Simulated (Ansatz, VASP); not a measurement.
# Si2SnGe (CuAu-ordered zincblende type (invented)) in two plane-wave programs, part 2 of 2

One calculation is typed for both programs; each brings its own data sets. How far apart do they land? The cell is generated by rule, not measured, and may not be a known phase. The cell is taken from a series of runs on this material, whose earlier steps may have relaxed, scaled, displaced or heated it; both programs get it as it stands.

VASP 6.6.1 and Ansatz 0.2.0.

So far: Set-up; VASP: relaxation of cell and atoms, LDA, pair 1; Ansatz: relaxation of cell and atoms, LDA, pair 1; Differences.

### Step 5. VASP: relaxation of cell and atoms, LDA, pair 2

Level of this step: LDA; plane waves and PAW (Ge_d, Sn_d, Si); invented cell (VASP).

The relaxed volume is the usual yardstick between codes: in a stiff, nearly cubic crystal its relative difference is about their pressure difference at one cell divided by the bulk modulus.

File INCAR:

```
SYSTEM = Si2SnGe
PREC = Accurate
ENCUT = 500
EDIFF = 1E-07
NELM = 120
ISMEAR = 0
SIGMA = 0.01
LREAL = .FALSE.
ALGO = Normal
GGA = CA
NBANDS = 24
LORBIT = 11
LWAVE = .FALSE.
LCHARG = .FALSE.
ISIF = 3
IBRION = 2
NSW = 80
EDIFFG = -0.005
LASPH = .TRUE.
GGA_COMPAT = .FALSE.
NELMIN = 4
EFERMI = MIDGAP
KPAR = 2
```

File POSCAR:

```
Si2SnGe
1.0
    4.0443870000      0.0000000000      0.0000000000
    0.0000000000      4.0443870000      0.0000000000
    0.0000000000      0.0000000000      5.7406840000
Ge Sn Si
1 1 2
Direct
    0.0000000000      0.0000000000      0.0000000000
    0.5000001236      0.5000001236      0.5000000000
    0.0000000000      0.5000001236      0.2311113101
    0.5000001236      0.0000000000      0.7688885157
```

File KPOINTS:

```
Automatic mesh
0
Gamma
10 10 6
0 0 0
```

PAW data sets: Ge_d, Sn_d and Si (LDA family, release 64).

Launch:

```bash
$ mpirun -np 2 vasp_std
```

Numbers of over 12 decimals in the logs are rounded to 6 here.

Log:

```text
[... set-up lines as in an earlier step ...]
 entering main loop
       N       E                     dE             d eps       ncg     rms          rms(c)
DAV:   1     0.262536296940E+03    0.26254E+03   -0.17543E+04  4584   0.250E+03
DAV:   2     0.178132073010E+02   -0.24472E+03   -0.23868E+03  4216   0.605E+02
DAV:   3    -0.199957398404E+02   -0.37809E+02   -0.37589E+02  4984   0.160E+02
DAV:   4    -0.215509772035E+02   -0.15552E+01   -0.15547E+01  4792   0.363E+01
[...]
DAV:  11    -0.211467042982E+02   -0.74807E-05   -0.17496E-05  5008   0.516E-02    0.489E-03
DAV:  12    -0.211467034879E+02    0.81025E-06   -0.31420E-06  5440   0.194E-02    0.223E-03
DAV:  13    -0.211467035321E+02   -0.44193E-07   -0.22900E-07  3968   0.498E-03
   1 F= -.21146704E+02 E0= -.21146704E+02  d E =-.211467E+02
[...]
2 F= -.21146745E+02 E0= -.21146745E+02  d E =-.419451E-04
[...]
3 F= -.21146751E+02 E0= -.21146751E+02  d E =-.470094E-04
[...]
4 F= -.21146746E+02 E0= -.21146746E+02  d E =-.427170E-04
[...]
5 F= -.21146751E+02 E0= -.21146751E+02  d E =-.477287E-04
[...]
6 F= -.21146758E+02 E0= -.21146758E+02  d E =-.654169E-05
 trial-energy change:   -0.000007  1 .order   -0.000005   -0.000017    0.000007
 step:   0.8468(harm=  0.7743)  dis= 0.00015  next Energy=   -21.146759 (dE=-0.737E-05)
 reached required accuracy - stopping structural energy minimisation
```

Parts of OUTCAR (step 5):

```text
  Total        0.0100474      0.0100474      0.0103782      0.0000000      0.0000000      0.0000000
  in kB        0.1714131      0.1714131      0.1770580      0.0000000      0.0000000      0.0000000
  external PRESSURE =       0.1732947 kB  Pullay stress =       0.0000000 kB

 POSITION                                       TOTAL-FORCE (eV/Angst)
 -----------------------------------------------------------------------------------
      0.00000      0.00000      0.00000        -0.000000      0.000000      0.000000
      2.02112      2.02112      2.87371         0.000000      0.000000      0.000000
      0.00000      2.02112      1.32948        -0.000000      0.000000     -0.002641
      2.02112      0.00000      4.41795        -0.000000      0.000000      0.002641
 -----------------------------------------------------------------------------------
    total drift:                               -0.000269     -0.000269      0.000014

  FREE ENERGIE OF THE ION-ELECTRON SYSTEM (eV)
  ---------------------------------------------------
  free  energy   TOTEN  =       -21.1467578025 eV

  energy  without entropy=      -21.1467578025  energy(sigma->0) =      -21.14675780

[... 2 parts as in an earlier step ...]

[... 2 further parts left out ...]
[key lines of the parts left out:]
E-fermi :   5.9104
```

### Step 6. Ansatz: relaxation of cell and atoms, LDA, pair 2

The same cell, functional (in two slightly different forms), mesh and smearing now go to Ansatz, which takes its cutoff from its data sets.

The cell is taken from a series of runs on this material, whose earlier steps may have relaxed, scaled, displaced or heated it; both programs get it as it stands.

File input.yaml:

```yaml
crystal:
  lattice:
    - [4.0443872559, 0.0, 0.0]
    - [0.0, 4.0443872559, 0.0]
    - [0.0, 0.0, 5.7406838331]
  atoms:
    - { symbol: Ge, position: [0.0, 0.0, 0.0] }
    - { symbol: Sn, position: [0.5, 0.5, 0.5] }
    - { symbol: Si, position: [0.0, 0.5, 0.2311114001] }
    - { symbol: Si, position: [0.5, 0.0, 0.7688885999] }
kpoints:
  mp_grid: { grid: [10, 10, 6] }
hamiltonian:
  xc: lda
scf:
  occupations: { method: gaussian, width: 0.01 }
output:
  forces: true
  stress: true
  eigenvalues: true
  write_density: true
  write_potential: true
  elf: true
  volumetric_format: npy
relax:
  adjacent_minimum: "off"
  f_tol: 0.005
  max_steps: 80
  cell: { stress_tol: 0.05 }
```

Launch:

```bash
$ ansatz run input.yaml --threads 2 --pin off --max-ram 5120MiB --backend cpu --events-out ev --progress --plain --runs-dir out
```

Log:

```text
[...]
Crystal: 4 atoms, lattice volume = 93.901 Å³
Basis set: ecut = 420 eV, 1875 PW (Γ)
Bands: 22, of which v1, the nominal top of the filled ones, is band 18 counted from 1 (17 counted from 0)
Symmetry: 8 space group operations
[...]
k-points: 84 of 600 (time reversal used)
[...]
--- Relaxed structure (3 steps of the walk, 3 accepted, 1 SCFs on fresh bases) ---
[...]
cell:  # Å, volume = 93.8888 Å³
    - [4.041990, 0.0, 0.0]
    - [0.0, 4.041990, 0.0]
    - [0.0, 0.0, 5.746764]
  atoms:
    - { symbol: Ge, position: [0, 0.0, 0.0] }
    - { symbol: Sn, position: [0.5, 0.5, 0.5] }
    - { symbol: Si, position: [0, 0.5, 0.231248] }
    - { symbol: Si, position: [0.5, 0.0, 0.768752] }
[key lines of the parts left out:]
SCF converged after 5 iterations
Free energy (F): -11312.087427 eV
Fermi energy:    7.650357 eV
P = ⅓ Tr σ = 0.0001 GPa (0.001 kbar)
```

### Step 7. Side by side

The two programs side by side:

| quantity | Ansatz | VASP | difference |
| --- | --- | --- | --- |
| volume (Å³) | 93.89 | 93.91 | -0.02 % |
| edge a after relaxation, in the typed setting (Å) | 4.042 | 4.042 | +0.00 % |
| edge c after relaxation, in the typed setting (Å) | 5.747 | 5.747 | -0.01 % |

### Step 8. Outcome

```yaml
difference_in_volume_relaxation_of_cell_and_atoms_lda_pair_1: -0.073 %
difference_in_volume_relaxation_of_cell_and_atoms_lda_pair_2: -0.024 %
```

The difference in volume is -0.073 % (relaxation of cell and atoms, LDA, pair 1), within the 1.2 % picked in this series as the mark of a large difference, as far as the stopping tolerances let one tell. 1 further run of this series is not shown here. Such differences can come from data sets, numerical settings and the points named under the comparisons, not from the functional's error against experiment.

[Lines on the potential files, build, host, timing and source positions are cut from VASP's logs without a mark.]

[Logs are printed without paths, hosts, clocks, repeated set-up lines and the standing remarks that a program may print on its own settings, such as how far it seeks lower states.]

[Hosts, paths, dates, database ids (printed as entryN), source tags and the programs' standing remarks are cut or masked in the printed files.]
